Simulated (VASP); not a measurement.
# KRh (Pm-3m) in VASP: notebook

Aim: see how the results for KRh move with the level of theory and the settings. Levels: PBE, RPBE, PBE+D4. Tasks: relaxation of cell and atoms, relaxation of the atoms, electrostatic potential.

All numbers are computed with VASP 6.6.1; they aren't measurements. Logs are shortened: lines on timing, memory, paths and dates and some standing lists are left out, and cuts for length are marked.

**1. Starting point**

The structure is cubic, space group Pm-3m (No. 221). Conventional cell: a = 3.927 Å, b = 3.927 Å, c = 3.927 Å, α = 90.00°, β = 90.00°, γ = 90.00°. K (site symmetry m-3m) has 8 Rh at 3.40 Å as nearest neighbours. Rh (site symmetry m-3m) has 8 K at 3.40 Å as nearest neighbours.

The cell was built by a generator and needn't be a form met in nature.

**2. Relaxation of cell and atoms, PBE**

INCAR reads:

```
SYSTEM = KRh
PREC = Accurate ; ENCUT = 600
EDIFF = 1E-6 ; ISMEAR = 1
SIGMA = 0.1 ; LREAL = .False.
LASPH = .True. ; NELM = 60
ALGO = Fast ; ISIF = 3
LWAVE = .False. ; LCHARG = .False.
GGA = PE ; IBRION = 2
NSW = 60 ; EDIFFG = -0.01
```

KPOINTS reads:

```
regular mesh
0
Gamma
  7 7 7
  0 0 0
```

POSCAR reads:

```
KRh
1.0
    3.9266231500      0.0000000000      0.0000000000
    0.0000000000      3.9266231500      0.0000000000
    0.0000000000      0.0000000000      3.9266231500
K Rh
1 1
Direct
    0.0000000000      0.0000000000      0.0000000000
    0.5000000000      0.5000000000      0.5000000000
```

Potentials or basis: VASP PAW PBE potentials, release 64 (K_sv, Rh_pv).

Run with:

```sh
$ cat potpaw_PBE.64/K_sv/POTCAR potpaw_PBE.64/Rh_pv/POTCAR > POTCAR
$ mpirun -np 1 vasp_std > vasp.out
```

OUTCAR:

```text
SYSTEM = KRh
   PREC = Accurate
   ENCUT = 600
   EDIFF = 1E-6
   ISMEAR = 1
   LREAL = .False.
   LASPH = .True.
   NELM = 60
   ISIF = 3
   GGA = PE
   IBRION = 2
   NSW = 60
   EDIFFG = -0.01

 ion  position               nearest neighbor table
   1  0.000  0.000  0.000-   2 3.40   2 3.40   2 3.40   2 3.40   2 3.40   2 3.40   2 3.40   2 3.40

   2  0.500  0.500  0.500-   1 3.40   1 3.40   1 3.40   1 3.40   1 3.40   1 3.40   1 3.40   1 3.40

  LATTYP: Found a simple cubic cell.
 ALAT       =     3.9266231500

  Lattice vectors:

 A1 = (   3.9266231500,   0.0000000000,   0.0000000000)
 A2 = (   0.0000000000,   3.9266231500,   0.0000000000)
 A3 = (   0.0000000000,   0.0000000000,   3.9266231500)

Analysis of symmetry for initial positions (statically):
=====================================================================
 Subroutine PRICEL returns:
 Original cell was already a primitive cell.

 Routine SETGRP: Setting up the symmetry group for a
 simple cubic supercell.

 Subroutine GETGRP returns: Found 48 space group operations
 (whereof 48 operations were pure point group operations)
 out of a pool of 48 trial point group operations.

The static configuration has the point symmetry O_h .

Analysis of symmetry for dynamics (positions and initial velocities):
=====================================================================
 Subroutine PRICEL returns:
 Original cell was already a primitive cell.

 Routine SETGRP: Setting up the symmetry group for a
 simple cubic supercell.

 Subroutine GETGRP returns: Found 48 space group operations
 (whereof 48 operations were pure point group operations)
 out of a pool of 48 trial point group operations.

The dynamic configuration has the point symmetry O_h .

 Subroutine INISYM returns: Found 48 space group operations
 (whereof 48 operations are pure point group operations),
 and found     1 'primitive' translations

----------------------------------------------------------------------------------------

                                     Primitive cell

  volume of cell :      60.5421

  direct lattice vectors                    reciprocal lattice vectors
     3.926623150  0.000000000  0.000000000     0.254671753  0.000000000  0.000000000
     0.000000000  3.926623150  0.000000000     0.000000000  0.254671753  0.000000000
     0.000000000  0.000000000  3.926623150     0.000000000  0.000000000  0.254671753

  length of vectors
     3.926623150  3.926623150  3.926623150     0.254671753  0.254671753  0.254671753
[... 84 lines left out ...]
   POTIM  = 0.5000    time-step for ionic-motion
   TEBEG  =    0.0;   TEEND  =   0.0 temperature during run
   PSTRESS=    0.0 pullay stress
   NELECT =      24.0000    total number of electrons
   NUPDOWN=      -1.0000    fix difference up-down
   EMIN   =  10.00;   EMAX   =-10.00  energy-range for DOS
   EFERMI =   0.00;   METHOD = LEGACY
   ISMEAR =     1;   SIGMA  =   0.10  broadening in eV -4-tet -1-fermi 0-gaus
   EFERMI_NEDOS =   21; number of points for ismear=-14 and -15
   IALGO  =     68    algorithm
   IMIX   =      4    mixing-type and parameters
     AMIX     =   0.40;   BMIX     =  1.00
     AMIX_MAG =   1.60;   BMIX_MAG =  1.00
  volume/ion in A,a.u.               =      30.27       204.28
  Fermi-wavevector in a.u.,A,eV,Ry     =   1.202613  2.272610 19.677819  1.446279
  Thomas-Fermi vector in A             =   2.338390
   LORBIT       =      0    0 simple, 1 ext, 2 COOP (PROOUT), +10 PAW based schemes
   GGA     = PE    functional components
   LHFCALC =     F    Hartree Fock is set to
   AEXX    =    0.0000 exact exchange contribution
   IVDW    =     0    specifies the selected vdW correction
   LEPSILON=     F    determine dielectric tensor
   LRPA    =     F    only Hartree local field effects (RPA)
 conjugate gradient relaxation of ions
 non-spin polarized calculation
 RMM-DIIS sequential band-by-band and
 Methfessel and Paxton  Order N= 1 SIGMA  =   0.10
  energy-cutoff  :      600.00
  volume of cell :       60.54
 maximum number of plane-waves:      2034
 NGX is ok and might be reduce to    32
   NGX = 15   NGY = 15   NGZ = 15

--------------------------------------- Ionic step        1  -------------------------------------------

 number of electron      24.0000004 magnetization

 Free energy of the ion-electron system (eV)
  ---------------------------------------------------
  ext. energy  EPLUGINS =         0.00000000
  ---------------------------------------------------
  free energy    TOTEN  =        -5.69314150 eV

  energy without entropy =       -5.69410481  energy(sigma->0) =       -5.69346260

------------------------ aborting loop because EDIFF is reached ----------------------------------------

  FORCE on cell =-STRESS in cart. coord.  units (eV):
  Direction    XX          YY          ZZ          XY          YZ          ZX
  --------------------------------------------------------------------------------------
  -------------------------------------------------------------------------------------
  Total       -1.2925975     -1.2925975     -1.2925975     -0.0000000     -0.0000000     -0.0000000
  in kB      -34.2070971    -34.2070971    -34.2070971     -0.0000000     -0.0000000     -0.0000000
  external PRESSURE =     -34.2070971 kB  Pullay stress =       0.0000000 kB
[... 23 lines left out ...]
--------------------------------------- Ionic step        2  -------------------------------------------

 number of electron      23.9999998 magnetization

 E-fermi :   2.0511     XC(G=0):  -9.1854

 val. band max:        2.0429218673   @ k =   0.1429   0.0000   0.0000
 cond. band min:       2.0755546207   @ k =   0.2857   0.0000   0.0000
 fundamental gap:      0.0326327534
 Fermi energy:         2.0510659909

 k-point     1 :       0.0000    0.0000    0.0000
  band No.  band energies     occupation
      1     -42.3497      2.00000
      2     -42.3497      2.00000
      3     -42.3497      2.00000
      4     -27.4140      2.00000
      5     -10.8309      2.00000
      6     -10.8309      2.00000
[... 404 lines left out ...]
--------------------------------------- Ionic step        3  -------------------------------------------

 number of electron      24.0000005 magnetization

 Free energy of the ion-electron system (eV)
  ---------------------------------------------------
  ext. energy  EPLUGINS =         0.00000000
  ---------------------------------------------------
  free energy    TOTEN  =        -5.84637005 eV

  energy without entropy =       -5.84533857  energy(sigma->0) =       -5.84602623

 E-fermi :   2.8280     XC(G=0):  -9.7559

 val. band max:        2.7973623930   @ k =   0.1429   0.0000   0.0000
 cond. band min:       2.8403124756   @ k =   0.2857   0.0000   0.0000
 fundamental gap:      0.0429500826
 Fermi energy:         2.8280303516

 k-point     1 :       0.0000    0.0000    0.0000
  band No.  band energies     occupation
      1     -41.6204      2.00000
      2     -41.6204      2.00000
      3     -41.6204      2.00000
      4     -26.5730      2.00000
      5      -9.9540      2.00000
      6      -9.9540      2.00000
[... 398 lines left out ...]
  FREE ENERGIE OF THE ION-ELECTRON SYSTEM (eV)
  ---------------------------------------------------
  free  energy   TOTEN  =        -5.8463700514 eV

  energy  without entropy=       -5.8453385729  energy(sigma->0) =       -5.84602623

 reached required accuracy - stopping structural energy minimisation
```

OSZICAR:

```text
N       E                     dE             d eps       ncg     rms          rms(c)
DAV:   1     0.214649447070E+03    0.21465E+03   -0.15152E+04   656   0.163E+03
DAV:   2     0.585868197538E+00   -0.21406E+03   -0.21052E+03   776   0.425E+02
DAV:   3    -0.554035783821E+01   -0.61262E+01   -0.60456E+01   840   0.690E+01
[... 45 lines left out ...]
RMM:  13    -0.584635506191E+01   -0.17190E-04   -0.16583E-04   808   0.640E-02    0.850E-03
RMM:  14    -0.584636360747E+01   -0.85456E-05   -0.69076E-05   698   0.398E-02    0.702E-03
RMM:  15    -0.584636697735E+01   -0.33699E-05   -0.29851E-05   588   0.253E-02    0.436E-03
RMM:  16    -0.584636939911E+01   -0.24218E-05   -0.16945E-05   586   0.178E-02    0.299E-03
RMM:  17    -0.584637005142E+01   -0.65231E-06   -0.60769E-06   481   0.110E-02
   3 F= -.58463701E+01 E0= -.58460262E+01  d E =-.153229E+00
```

It took 67 s on 1 thread of Intel Xeon Platinum 8259CL at 2.50GHz (Skylake/Cascade Lake), shared host; peak memory 0.19 GiB.

What came out:

- Free energy: -5.8464 eV
- Relaxed volume: 24.37 Å³/atom
- Relaxed cell: a = 3.653 Å, b = 3.653 Å, c = 3.653 Å, α = 90.00°, β = 90.00°, γ = 90.00°
- Space group after relaxing (to 0.05 Å): Pm-3m (No. 221)
- Energy gained by relaxing: 76.6 meV/atom
- Ionic steps: 3
- Pressure after relaxing: 0.0 GPa
- Band gap on the k mesh: none (metal or under the smearing width)

Step by step:
```
step  energy change (eV)  largest force (eV/Å)  pressure (GPa)  volume (Å³)
   1              0.0000                0.0000           -3.42        60.54
   2             -0.1014                0.0000           -2.45        55.05
   3             -0.1532                0.0000           -0.01        48.74
```

Final structure:
```
CELL_PARAMETERS angstrom
3.65286 0.00000 0.00000
0.00000 3.65286 0.00000
0.00000 0.00000 3.65286
ATOMIC_POSITIONS crystal
K 0.00000 0.00000 0.00000
Rh 0.50000 0.50000 0.50000
```

Caveat: the volume moved by over 15 % at a fixed basis, so the end points are rough.

**3. Relaxation of the atoms, RPBE**

INCAR reads:

```
PREC     = Accurate       # precision mode
ENCUT    = 520            # plane-wave cutoff, eV
EDIFF    = 1E-6           # SCF threshold, eV
ISMEAR   = 1              # smearing method
SIGMA    = 0.1            # smearing width, eV
LREAL    = False          # projectors in reciprocal space
LASPH    = True           # aspherical terms in the spheres
NELM     = 100            # most SCF steps
ALGO     = Normal         # electronic algorithm
ISIF     = 2              # what is computed and relaxed
LWAVE    = False          # write WAVECAR
LCHARG   = False          # write CHGCAR
GGA      = RP             # functional
IBRION   = 2              # ionic algorithm
NSW      = 40             # ionic steps
EDIFFG   = -0.01          # ionic threshold
```

KPOINTS reads:

```
regular mesh
0
Gamma
  7 7 7
```

POSCAR is that of step 2.

Potentials or basis: VASP PAW PBE potentials, release 64 (K_sv, Rh_pv).

Run with:

```sh
$ cat potpaw_PBE.64/K_sv/POTCAR potpaw_PBE.64/Rh_pv/POTCAR > POTCAR
$ mpirun -np 1 vasp_std > vasp.out
```

Wall time 20 s (1 thread of Intel Xeon Platinum 8259CL at 2.50GHz (Skylake/Cascade Lake), shared host); peak memory 0.17 GiB.

The run converged. Its results:

```
Free energy             : -5.0892 eV
Pressure after relaxing : -1.8 GPa
Band gap on the k mesh  : none (metal or under the smearing width)
```

Final structure:
```
CELL_PARAMETERS angstrom
3.92662 0.00000 0.00000
0.00000 3.92662 0.00000
0.00000 0.00000 3.92662
ATOMIC_POSITIONS crystal
K 0.00000 0.00000 0.00000
Rh 0.50000 0.50000 0.50000
```

Levels at points of the mesh, in eV from the Fermi level:
| k point | band 8 | band 9 | band 10 | band 11 | band 12 | band 13 | band 14 | band 15 | band 16 |
| --- | --- | --- | --- | --- | --- | --- | --- | --- | --- |
| (0.00, 0.00, 0.00) | -2.48 | -0.93 | -0.93 | -0.01 | -0.01 | -0.01 | 5.92 | 5.92 | 7.77 |

Caveat: the relaxation stopped at its first step, so nothing moved; the PAW data sets were made with another functional, which shifts forces and pressure a little.

**4. Electrostatic potential, PBE+D4, spin-orbit coupling, no magnetisation**

INCAR reads:

```
  PREC = Single
  ENCUT = 500
  EDIFF = 1E-7
  ISMEAR = 1
  SIGMA = 0.1
  LREAL = False
  LASPH = True
  NELM = 80
  ALGO = Normal
  ISIF = 2
  LWAVE = False
  LCHARG = True
  LNONCOLLINEAR = True
  MAGMOM = 0 0 0 0 0 0
  LORBIT = 11
  LSORBIT = True
  GGA_COMPAT = False
  LMAXMIX = 4
  GGA = PE
  IVDW = 13
  LVHAR = True
  ISYM = 1
```

KPOINTS reads:

```
regular mesh
0
Gamma
  5 5 5
```

POSCAR reads:

```
KRh
3.9266
    1.000005895686      0.000000000000      0.000000000000
    0.000000000000      1.000005895686      0.000000000000
    0.000000000000      0.000000000000      1.000005895686
K Rh
1 1
Direct
    0.0000000000      0.0000000000      0.0000000000
    0.5000000000      0.5000000000      0.5000000000
```

Potentials or basis: VASP PAW PBE potentials, release 64 (K_pv, Rh).

Run with:

```sh
$ cat potpaw_PBE.64/K_pv/POTCAR potpaw_PBE.64/Rh/POTCAR > POTCAR
$ mpirun -np 1 vasp_ncl > vasp.out
```

It took 32 s on 1 thread of Intel Xeon Platinum 8259CL at 2.50GHz (Skylake/Cascade Lake), shared host; peak memory 0.16 GiB.

The run converged, but some of its settings lie outside the range that counts as converged (typed here: ISYM = 1; PREC = Single), so its numbers aren't taken as properties of the crystal.

Results:

```yaml
Free_energy: -6.0992 eV
Pressure: -4.0 GPa
Valence_electrons_inside_the_program's_atomic_spheres: K 6.39; Rh 7.95
Dispersion_energy_per_atom: -0.201 eV
```

**5. The reference run**

An earlier run on the cell as given: functional PBE; potentials or basis VASP PAW PBE potentials, release 64 (K_sv, Rh_pv); cutoff 520 eV; k mesh 7 × 7 × 7; occupations fermi-dirac, width 0.05 eV; no spin polarisation.

* Pressure: -3.3 GPa
* Band gap on the k mesh: none (metal or under the smearing width)

**6. Summary**

```csv
task,level,cell,cutoff (eV),smearing,gap on the mesh (eV),pressure (GPa)
relaxation of cell and atoms,PBE,relaxed,600,methfessel-paxton 0.1 eV,none,0.0
relaxation of the atoms,RPBE,atoms relaxed,520,methfessel-paxton 0.1 eV,none,-1.8
single point,PBE,as given,520,fermi-dirac 0.05 eV,none,-3.3
```

Alike in all rows: potentials or basis VASP PAW PBE potentials, release 64 (K_sv, Rh_pv); no spin polarisation; k mesh 7 × 7 × 7.

Caveats: the volume moved by over 15 % at a fixed basis, so the end points are rough (some runs); the relaxation stopped at its first step, so nothing moved (some runs); the PAW data sets were made with another functional, which shifts forces and pressure a little (some runs).

Total energies depend on the potentials used, so only differences within one code and one set of settings carry meaning.
